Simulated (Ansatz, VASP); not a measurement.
Two plane-wave programs on Sb3C

```
Sb C
1.0
    -2.10149    2.10149    5.13011
     2.10149   -2.10149    5.13011
     2.10149    2.10149   -5.13011
Sb C
3 1
Direct
  0.50000 0.50000 0.00000
  0.25000 0.75000 0.50000
  0.75000 0.25000 0.50000
  0.00000 0.00000 0.00000
```

Alike in both runs: functional PBE; k mesh 16 × 16 × 16; occupations gaussian, width 0.1 eV; no spin polarisation.

Ansatz relaxed the structure, and its values are those at the end. VASP's run is a single point on that final structure, the one shown.

|  | VASP | Ansatz |
| --- | --- | --- |
| version | VASP 6.6.1 | Ansatz 0.2.0 |
| potentials or method | VASP PAW PBE potentials, release 64 (Sb, C) | scalar-relativistic, plane waves, PAW |
| plane-wave cutoff (eV) | 520 | 420 |
| valence electrons in the cell | 19 | 49 |

Ansatz gave:

```
gap on the k mesh at the Fermi level (eV) : none
pressure (GPa)                            : 0.0
```

Question: Which values does VASP return?

Answer: gap on the k mesh at the Fermi level (eV): none; pressure (GPa): -0.1.

A gap of «none» marks a metal or a gap that the smearing closes. The functional is the same, so the differences come from potentials, cutoffs and numerics. The two sets of potentials don't hold the same shells in valence.

Spin-orbit coupling is left out, which matters for the levels of Sb.
